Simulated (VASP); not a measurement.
Calculation: PBEsol GGA, VASP's PBE PAW potentials (set 64) (plane waves; VASP 6.6.1).

A VASP calculation is set up with these files.

POSCAR:
```
CdF2
1.0
  0.0000000000   2.6992737331   2.6992737331
  2.6992737331   0.0000000000   2.6992737331
  2.6992737331   2.6992737331   0.0000000000
Cd F
1 2
direct
  1.0000000000   0.0000000000   0.0000000000
  0.2500000000   0.2500000000   0.2500000000
  0.7500000000   0.7500000000   0.7500000000
```

**INCAR**
```
LASPH = .TRUE.   # aspherical one-centre terms
SYSTEM = CdF2
EDIFF = 1E-7   # SCF stop (eV)
ALGO = Normal   # blocked Davidson
ISMEAR = 0
CSHIFT = 0.1
NEDOS = 1001   # DOS grid
NBANDS = 51
PREC = Accurate
ENCUT = 520   # plane-wave cut-off (eV)
SIGMA = 0.01   # width (eV)
GGA = PS   # PBEsol
NELM = 100
LMAXMIX = 4
LOPTICS = .TRUE.
LWAVE = .FALSE.
LREAL = .FALSE.
LCHARG = .FALSE.
```

**KPOINTS**
```
Automatic mesh
0
Gamma
9 9 9
0 0 0
```

POTCAR, in this order: Cd F (PBE.64 set). Program: vasp_std.

**Question.** What does the run give for the energy per atom (σ→0)?

**Answer.** 
The energy per atom (σ→0) is -3.865 eV/atom.

File OSZICAR:
```
...
DAV:  10    -0.115937192845E+02   -0.42829E-03   -0.16345E-03  3909   0.201E-01    0.107E-01
DAV:  11    -0.115937795762E+02   -0.60292E-04   -0.50333E-05  4097   0.509E-02    0.399E-02
DAV:  12    -0.115937786914E+02    0.88483E-06   -0.28790E-05  3951   0.224E-02    0.242E-02
DAV:  13    -0.115937802770E+02   -0.15856E-05   -0.16962E-06  4105   0.499E-03    0.526E-03
DAV:  14    -0.115937800293E+02    0.24770E-06   -0.31729E-07  4171   0.299E-03    0.202E-03
DAV:  15    -0.115937800299E+02   -0.67348E-09   -0.20201E-08  3739   0.849E-04
   1 F= -.11593780E+02 E0= -.11593780E+02  d E =-.718286E-21
 imaginary and real dielectric function
```

The compound is CdF2 in the fluorite structure. It was relaxed first.
